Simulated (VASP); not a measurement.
Consider the following.

```yaml
crystal:
  lattice:
    - [5.45511, 0.00000, 0.00000]
    - [0.00000, 5.45511, 0.00000]
    - [0.00000, 0.00000, 5.45511]
  atoms:
    - { symbol: Fe, position: [0.00000, 0.50000, 0.50000] }
    - { symbol: Fe, position: [0.50000, 0.50000, 0.00000] }
    - { symbol: Fe, position: [0.50000, 0.00000, 0.50000] }
    - { symbol: Fe, position: [0.00000, 0.00000, 0.00000] }
    - { symbol: S, position: [0.38538, 0.11462, 0.88538] }
    - { symbol: S, position: [0.61462, 0.88538, 0.11462] }
    - { symbol: S, position: [0.11462, 0.88538, 0.38538] }
    - { symbol: S, position: [0.88538, 0.11462, 0.61462] }
    - { symbol: S, position: [0.88538, 0.38538, 0.11462] }
    - { symbol: S, position: [0.11462, 0.61462, 0.88538] }
    - { symbol: S, position: [0.61462, 0.61462, 0.61462] }
    - { symbol: S, position: [0.38538, 0.38538, 0.38538] }
```

Level of theory: revPBE GGA, VASP's PBE PAW potentials (set 64) (plane waves; VASP). Numerical set-up: 300 eV cut-off, 4×4×4 Γ-centred mesh, Fermi-Dirac smearing of 0.020 eV, potentials Fe S.

At this cut-off the stress carries a Pulay error, which pulls relaxed volumes low.

**Question.** Predict the energy per atom (σ→0), pressure.

**Answer.** 
```yaml
energy per atom (σ→0): -5.614 eV/atom
pressure: -1.76 GPa
```

Total energies compare only between runs with the same potentials, cut-off and functional.

The structure comes from a computed database's FeS2 entry; how it stands against other phases isn't given here. The cell was not relaxed at this level. The run is not spin-polarised, so no magnetic state was tried.
